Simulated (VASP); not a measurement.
Crystal: AlCo2.

```xyz
6
Lattice="0.0000 3.2642 3.2642 3.2642 0.0000 3.2642 3.2642 3.2642 0.0000" Properties=species:S:1:pos:R:3 pbc="T T T"
Co    4.0802    4.0802    4.0802
Co    4.0802    2.4481    2.4481
Co    2.4481    2.4481    4.0802
Co    2.4481    4.0802    2.4481
Al    0.0000    0.0000    0.0000
Al    1.6321    1.6321    1.6321
```

The cell was built by a generator and needn't be a form met in nature.

Base run:

* Program: VASP 6.6.1
* Functional: PBE
* Potentials or basis: VASP PAW PBE potentials, release 64 (Co, Al)
* Cutoff: 520 eV
* k mesh: 5 × 5 × 5
* Occupations: fermi-dirac, width 0.1 eV
* Spin: no spin polarisation

Its results: band gap on the k mesh none (metal or under the smearing width); pressure 3.7 GPa.

Problem. The run is repeated on the same cell with these changes: further incar settings from ALGO = Normal; EDIFF = 1e-06; NBANDS = 30 to ALGO = Normal; EDIFF = 1e-07; NBANDS = 30; hubbard terms from none to Co d U = 4.0 eV. What comes out?

Solution. Band gap on the k mesh none (metal or under the smearing width); pressure -4.3 GPa.

Caveats: U without spin polarisation on a metal has little footing (some runs); the U is typed as a test and isn't derived for this compound (some runs).
